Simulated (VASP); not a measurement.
Given:

```yaml
crystal:
  lattice:
    - [2.87971, 0.00000, 0.00000]
    - [0.00000, 2.87971, 0.00000]
    - [0.00000, 0.00000, 2.87971]
  atoms:
    - { symbol: Co, position: [0.00000, 0.00000, 0.00000] }
    - { symbol: Ge, position: [0.50000, 0.50000, 0.50000] }
```

The numbers are results of PBEsol GGA with spin-orbit coupling, VASP's PBE PAW potentials (set 64) (plane waves; VASP), not measurements. Settings: 400 eV cut-off, 11×11×11 Γ-centred mesh, Gaussian smearing of 0.050 eV, potentials Co Ge_d. Starting moments (MAGMOM): 0 0 0.7 0 0 0.0.

The job: CoGe (relaxed from the CsCl structure, space group Pm-3m), 2 atoms, PBEsol+SOC, static run, 400 eV, 11×11×11 Γ-centred mesh. Roughly how much core time does it take on a busy server core?

About 2 core-minutes (one run on a shared machine, a rough figure). It had 186 irreducible k-points, 30 bands, up to 922 plane waves and 20 electronic steps.

The structure was generated: CoGe was put into the CsCl type (Pm-3m), which need not be its known phase. It was relaxed first.
